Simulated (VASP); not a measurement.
# GW on BN (Qingsongite): a test of the settings, part 2 of 3

How far does the GW correction to the gap of BN (Qingsongite) depend on the settings? The starting structure is a measured crystal structure from the Crystallography Open Database. Cell and atoms stay as given.

VASP 6.6.1.

Results so far: G0W0 (response cutoff 100 eV, 6×6×6 mesh) 5.74 eV; G0W0 (response cutoff 160 eV, 6×6×6 mesh) 5.97 eV.

## (4) G0W0 (response cutoff 240 eV, 6×6×6 mesh)

Level of this step: G0W0 on LDA; plane waves and PAW (N_GW, B_GW) (VASP).

It reads the orbitals and their derivatives (WAVECAR and WAVEDER) of a run with the empty bands, which follows a ground-state run; neither is shown.

Input file INCAR:

```
SYSTEM = BN
PREC = Accurate
ENCUT = 450
ISMEAR = 0
SIGMA = 0.01
LREAL = .FALSE.
GGA = CA
NBANDS = 104
ALGO = EVGW0
NELMGW = 1
ENCUTGW = 240
NOMEGA = 40
PRECFOCK = Fast
NBANDSGW = 16
LWAVE = .FALSE.
LCHARG = .FALSE.
```

Input file POSCAR:

```
BN
1.0
    0.0000000000      1.8075000000      1.8075000000
    1.8075000000      0.0000000000      1.8075000000
    1.8075000000      1.8075000000      0.0000000000
N B
1 1
Direct
    0.7500000000      0.7500000000      0.7500000000
    0.0000000000      0.0000000000      0.0000000000
```

Input file KPOINTS:

```
Automatic mesh
0
Gamma
6 6 6
0 0 0
```

The projector-augmented-wave data sets are N_GW and B_GW (LDA family, release 64).

On the command line:

```sh
mpirun -np 8 vasp_std
```

What it wrote:

```text
[banner, memory and clock lines left out]
running    8 mpi-ranks, on    1 nodes
[...]
[... a notice as in an earlier step ...]

|                                                                             |
|           W    W    AA    RRRRR   N    N  II  N    N   GGGG   !!!           |
|           W    W   A  A   R    R  NN   N  II  NN   N  G    G  !!!           |
|           W    W  A    A  R    R  N N  N  II  N N  N  G       !!!           |
|           W WW W  AAAAAA  RRRRR   N  N N  II  N  N N  G  GGG   !            |
|           WW  WW  A    A  R   R   N   NN  II  N   NN  G    G                |
|           W    W  A    A  R    R  N    N  II  N    N   GGGG   !!!           |
|                                                                             |
|     The default for ENCUTGWSOFT is different in this version of VASP.       |
|     please manually set ENCUTGWSOFT =240 in the INCAR file.                 |
|                                                                             |

[...]
total number of BLAS operations        487.38 Gflops
NQ=  12   -0.3333    0.3333    0.0000,
|.........|.........|.........|.........|.........|.........|.........|.........
 performed       6622000 updates of chi_q(r,r)
 total number of BLAS operations        538.96 Gflops
NQ=  13    0.5000    0.5000    0.0000,
|.........|.........|.........|.........|.........|.........|.........|.........
 performed       6947000 updates of chi_q(r,r)
 total number of BLAS operations        561.02 Gflops
NQ=  14    0.5000    0.3333    0.1667,
|.........|.........|.........|.........|.........|.........|.........|.........
 performed       7785000 updates of chi_q(r,r)
 total number of BLAS operations        629.44 Gflops
NQ=  15   -0.3333    0.3333    0.1667,
|.........|.........|.........|.........|.........|.........|.........|.........
 performed       8570000 updates of chi_q(r,r)
 total number of BLAS operations        689.77 Gflops
NQ=  16   -0.3333    0.5000    0.1667,
|.........|.........|.........|.........|.........|.........|.........|.........
 performed       9205000 updates of chi_q(r,r)
 total number of BLAS operations        744.75 Gflops
 resolving degeneracies of screened two electron integrals

 calculate QP shifts <psi_nk| G(iteration)W_0 |psi_nk>: iteration 1
 entering main loop
[key lines of the parts left out:]
E-fermi :   9.6433
```

Elapsed: 23 s, on 8 MPI ranks of Intel Xeon 6975P-C (Granite Rapids), shared host; peak memory 1.2 GiB.

From OUTCAR (step 4):

```text
 QP shifts <psi_nk| G(iteration)W_0 |psi_nk>: iteration 1
 for sc-GW calculations column KS-energies equals QP-energies in previous step
 and V_xc(KS)=  KS-energies - (<T + V_ion + V_H > + <T+V_H+V_ion>^1  + <V_x>^1)
 k-point   1 :       0.0000    0.0000    0.0000
  band No.  KS-energies  QP-energies   sigma(KS)   V_xc(KS)     V^pw_x(r,r')   Z            occupation Imag(sigma)
      1     -12.5991     -14.7701     -18.2260     -15.4303     -26.3577       0.7766       2.0000       1.5162
      2       7.4707       6.5711     -19.5184     -18.4254     -21.8368       0.8230       2.0000       0.1234
      3       7.4707       6.5711     -19.5184     -18.4254     -21.8368       0.8230       2.0000       0.1234
      4       7.4707       6.5711     -19.5184     -18.4254     -21.8368       0.8230       2.0000       0.1234
      5      16.1567      17.6507     -12.3490     -14.1502      -7.0230       0.8294       0.0000      -0.1171
      6      16.1567      17.6507     -12.3490     -14.1502      -7.0230       0.8294       0.0000      -0.1171
      7      16.1567      17.6507     -12.3490     -14.1502      -7.0230       0.8294       0.0000      -0.1171
      8      17.9072      18.9058     -14.2761     -15.5093      -8.3641       0.8098       0.0000      -0.1468
    ...

[... 1 part as in an earlier step ...]

[... 2 further parts left out ...]
[key lines of the parts left out:]
E-fermi :   9.6433
```

G0W0 (response cutoff 240 eV, 6×6×6 mesh): the quasiparticle gap on this mesh is 6.107 eV, +1.761 eV from the LDA gap on the same points, with 104 bands.

## (5) GW0 with iterated eigenvalues (response cutoff 160 eV, 6×6×6 mesh)

It reads the orbitals and their derivatives (WAVECAR and WAVEDER) of a run with the empty bands, which follows a ground-state run; neither is shown.

Edit INCAR of step 4 so:

```diff
@@ -7,6 +7,6 @@
 GGA = CA
-NBANDS = 104
+NBANDS = 56
 ALGO = EVGW0
-NELMGW = 1
-ENCUTGW = 240
+NELMGW = 4
+ENCUTGW = 160
 NOMEGA = 40
```

POSCAR is that of step 4.

KPOINTS is that of step 4.

On the command line:

```sh
mpirun -np 8 vasp_std
```

What it wrote:

```text
[banner, memory and clock lines left out]
running    8 mpi-ranks, on    1 nodes
[...]
[... a notice as in an earlier step ...]

 [... a notice as in an earlier step ...]

 LDA part: xc-table for (Slater(with rela. corr.)+CA(PZ))
 , standard interpolation
 found WAVECAR, reading the header
 POSCAR, INCAR and KPOINTS ok, starting setup
[...]
reading WAVECAR
 the WAVECAR file was read successfully
 initial charge from wavefunction
 available memory per node:     34.28 GB, setting MAXMEM to     35098

 The Fermi energy was updated, please check that it is located mid-gap
 values below the HOMO (VB) or above the LUMO (CB) will cause erroneous energies
 E-fermi :   9.6433

 calculate exact exchange contribution
 the WAVEDER file was read successfully
energies w=
    0.000    0.000    1.398    0.000    2.788    0.000    4.162    0.000
    5.514    0.000    6.840    0.000    8.138    0.000    9.406    0.000
   10.647    0.000   11.863    0.000   13.057    0.000   14.234    0.000
[...]
total number of BLAS operations         77.86 Gflops
NQ=  12   -0.3333    0.3333    0.0000,
|.........|.........|.........|.........|.........|.........|.........|.........
 performed       3525000 updates of chi_q(r,r)
 total number of BLAS operations         85.16 Gflops
NQ=  13    0.5000    0.5000    0.0000,
|.........|.........|.........|.........|.........|.........|.........|.........
 performed       3697000 updates of chi_q(r,r)
 total number of BLAS operations         88.33 Gflops
NQ=  14    0.5000    0.3333    0.1667,
|.........|.........|.........|.........|.........|.........|.........|.........
 performed       4145000 updates of chi_q(r,r)
 total number of BLAS operations         99.58 Gflops
NQ=  15   -0.3333    0.3333    0.1667,
|.........|.........|.........|.........|.........|.........|.........|.........
 performed       4564000 updates of chi_q(r,r)
 total number of BLAS operations        110.10 Gflops
NQ=  16   -0.3333    0.5000    0.1667,
|.........|.........|.........|.........|.........|.........|.........|.........
 performed       4902000 updates of chi_q(r,r)
 total number of BLAS operations        118.01 Gflops
 resolving degeneracies of screened two electron integrals

 calculate QP shifts <psi_nk| G(iteration)W_0 |psi_nk>: iteration 4
 entering main loop
```

Wall time 47 s (8 MPI ranks); peak memory 0.95 GiB.

Parts of OUTCAR (step 5):

```text
 QP shifts <psi_nk| G(iteration)W_0 |psi_nk>: iteration 2
 k-point   1 :       0.0000    0.0000    0.0000
  band No. old QP-enery  QP-energies   sigma(KS)   T+V_ion+V_H  V^pw_x(r,r')   Z            occupation Imag(sigma)
      1     -14.5946     -14.9695     -17.9057       2.8312     -26.3577       0.7811       2.0000       1.6333
      2       6.8287       6.7539     -19.1580      25.8961     -21.8368       0.8257       2.0000       0.1164
      3       6.8287       6.7539     -19.1580      25.8961     -21.8368       0.8257       2.0000       0.1164
      4       6.8287       6.7539     -19.1580      25.8961     -21.8368       0.8257       2.0000       0.1164
      5      17.7840      18.0006     -12.2627      30.3069      -7.0230       0.8322       0.0000      -0.1342
      6      17.7840      18.0006     -12.2627      30.3069      -7.0230       0.8322       0.0000      -0.1342
      7      17.7840      18.0006     -12.2627      30.3069      -7.0230       0.8322       0.0000      -0.1342
      8      19.1247      19.3445     -14.0227      33.4166      -8.3641       0.8166       0.0000      -0.1622
    ...

 QP shifts <psi_nk| G(iteration)W_0 |psi_nk>: iteration 3
 k-point   1 :       0.0000    0.0000    0.0000
  band No. old QP-enery  QP-energies   sigma(KS)   T+V_ion+V_H  V^pw_x(r,r')   Z            occupation Imag(sigma)
      1     -14.9695     -15.0388     -17.8898       2.8312     -26.3577       0.7781       2.0000       1.6637
      2       6.7539       6.7452     -19.1527      25.8961     -21.8368       0.8269       2.0000       0.1169
      3       6.7539       6.7452     -19.1527      25.8961     -21.8368       0.8269       2.0000       0.1169
      4       6.7539       6.7452     -19.1527      25.8961     -21.8368       0.8269       2.0000       0.1169
      5      18.0006      18.0315     -12.2692      30.3069      -7.0230       0.8327       0.0000      -0.1346
      6      18.0006      18.0315     -12.2692      30.3069      -7.0230       0.8327       0.0000      -0.1346
      7      18.0006      18.0315     -12.2692      30.3069      -7.0230       0.8327       0.0000      -0.1346
      8      19.3445      19.3791     -14.0297      33.4166      -8.3641       0.8166       0.0000      -0.1628
    ...

 QP shifts <psi_nk| G(iteration)W_0 |psi_nk>: iteration 4
 k-point   1 :       0.0000    0.0000    0.0000
  band No. old QP-enery  QP-energies   sigma(KS)   T+V_ion+V_H  V^pw_x(r,r')   Z            occupation Imag(sigma)
      1     -15.0388     -15.0515     -17.8863       2.8312     -26.3577       0.7782       2.0000       1.6705
      2       6.7452       6.7442     -19.1521      25.8961     -21.8368       0.8271       2.0000       0.1169
      3       6.7452       6.7442     -19.1521      25.8961     -21.8368       0.8271       2.0000       0.1169
      4       6.7452       6.7442     -19.1521      25.8961     -21.8368       0.8271       2.0000       0.1169
      5      18.0315      18.0361     -12.2699      30.3069      -7.0230       0.8327       0.0000      -0.1347
      6      18.0315      18.0361     -12.2699      30.3069      -7.0230       0.8327       0.0000      -0.1347
      7      18.0315      18.0361     -12.2699      30.3069      -7.0230       0.8327       0.0000      -0.1347
      8      19.3791      19.3844     -14.0309      33.4166      -8.3641       0.8163       0.0000      -0.1631
    ...

[... 3 parts as in an earlier step ...]

[... 1 further part left out ...]
[key lines of the parts left out:]
E-fermi :   9.6433
```

GW0 with iterated eigenvalues (response cutoff 160 eV, 6×6×6 mesh): the quasiparticle gap on this mesh is 6.209 eV, +1.864 eV from the LDA gap on the same points, with 56 bands.

## (6) G0W0 (response cutoff 100 eV, 8×8×8 mesh)

It reads the orbitals and their derivatives (WAVECAR and WAVEDER) of a run with the empty bands, which follows a ground-state run; neither is shown.

Edit INCAR of step 5 so:

```diff
@@ -7,6 +7,6 @@
 GGA = CA
-NBANDS = 56
+NBANDS = 32
 ALGO = EVGW0
-NELMGW = 4
-ENCUTGW = 160
+NELMGW = 1
+ENCUTGW = 100
 NOMEGA = 40
```

POSCAR is that of step 5.

Input file KPOINTS:

```
Automatic mesh
0
Gamma
8 8 8
0 0 0
```

On the command line:

```sh
mpirun -np 8 vasp_std
```

What it wrote:

```text
[banner, memory and clock lines left out]
running    8 mpi-ranks, on    1 nodes
[...]
[... a notice as in an earlier step ...]

 [... a notice as in an earlier step ...]

 LDA part: xc-table for (Slater(with rela. corr.)+CA(PZ))
 , standard interpolation
 found WAVECAR, reading the header
 POSCAR, INCAR and KPOINTS ok, starting setup
[...]
reading WAVECAR
 the WAVECAR file was read successfully
 initial charge from wavefunction
 available memory per node:     34.45 GB, setting MAXMEM to     35274

 The Fermi energy was updated, please check that it is located mid-gap
 values below the HOMO (VB) or above the LUMO (CB) will cause erroneous energies
 E-fermi :   9.6418

 calculate exact exchange contribution
 the WAVEDER file was read successfully
energies w=
    0.000    0.000    1.324    0.000    2.639    0.000    3.940    0.000
    5.221    0.000    6.476    0.000    7.705    0.000    8.906    0.000
   10.081    0.000   11.231    0.000   12.362    0.000   13.476    0.000
[...]
total number of BLAS operations         52.70 Gflops
NQ=  25    0.5000    0.3750    0.1250,
|.........|.........|.........|.........|.........|.........|.........|.........
 performed      10170000 updates of chi_q(r,r)
 total number of BLAS operations         56.42 Gflops
NQ=  26   -0.3750    0.3750    0.1250,
|.........|.........|.........|.........|.........|.........|.........|.........
 performed      10808000 updates of chi_q(r,r)
 total number of BLAS operations         61.02 Gflops
NQ=  27   -0.2500    0.3750    0.1250,
|.........|.........|.........|.........|.........|.........|.........|.........
 performed      11324000 updates of chi_q(r,r)
 total number of BLAS operations         64.49 Gflops
NQ=  28   -0.3750    0.5000    0.1250,
|.........|.........|.........|.........|.........|.........|.........|.........
 performed      11722000 updates of chi_q(r,r)
 total number of BLAS operations         66.99 Gflops
NQ=  29   -0.2500    0.5000    0.2500,
|.........|.........|.........|.........|.........|.........|.........|.........
 performed      11996000 updates of chi_q(r,r)
 total number of BLAS operations         68.71 Gflops
 resolving degeneracies of screened two electron integrals

 calculate QP shifts <psi_nk| G(iteration)W_0 |psi_nk>: iteration 1
 entering main loop
```

Run time: 40 s. Hardware: 8 MPI ranks; peak memory 1.2 GiB.

OUTCAR, selected parts (step 6):

```text
 QP shifts <psi_nk| G(iteration)W_0 |psi_nk>: iteration 1
 for sc-GW calculations column KS-energies equals QP-energies in previous step
 and V_xc(KS)=  KS-energies - (<T + V_ion + V_H > + <T+V_H+V_ion>^1  + <V_x>^1)
 k-point   1 :       0.0000    0.0000    0.0000
  band No.  KS-energies  QP-energies   sigma(KS)   V_xc(KS)     V^pw_x(r,r')   Z            occupation Imag(sigma)
      1     -12.6004     -14.3626     -17.7052     -15.4307     -26.3586       0.7747       2.0000       1.4776
      2       7.4682       7.2074     -18.7413     -18.4254     -21.7903       0.8253       2.0000       0.0991
      3       7.4682       7.2074     -18.7413     -18.4254     -21.7903       0.8253       2.0000       0.0991
      4       7.4682       7.2074     -18.7413     -18.4254     -21.7903       0.8253       2.0000       0.0991
      5      16.1562      18.0192     -11.9158     -14.1504      -7.0543       0.8337       0.0000      -0.1254
      6      16.1562      18.0192     -11.9158     -14.1504      -7.0543       0.8337       0.0000      -0.1254
      7      16.1562      18.0192     -11.9158     -14.1504      -7.0543       0.8337       0.0000      -0.1254
      8      17.9056      19.3381     -13.7547     -15.5096      -8.3900       0.8163       0.0000      -0.1564
    ...

[... 1 part as in an earlier step ...]

[... 2 further parts left out ...]
[key lines of the parts left out:]
E-fermi :   9.6418
```

G0W0 (response cutoff 100 eV, 8×8×8 mesh): the quasiparticle gap on this mesh is 5.735 eV, +1.388 eV from the LDA gap on the same points, with 32 bands.

(Continued in part 3 of 3.)

[Lines on the potential files, build, host, timing and source positions are cut from VASP's logs without a mark.]

[Logs are printed without paths, hosts, clocks, repeated set-up lines and the standing remarks that a program may print on its own settings, such as how far it seeks lower states.]

[Hosts, paths, dates, database ids (printed as entryN), source tags and the programs' standing remarks are cut or masked in the printed files.]
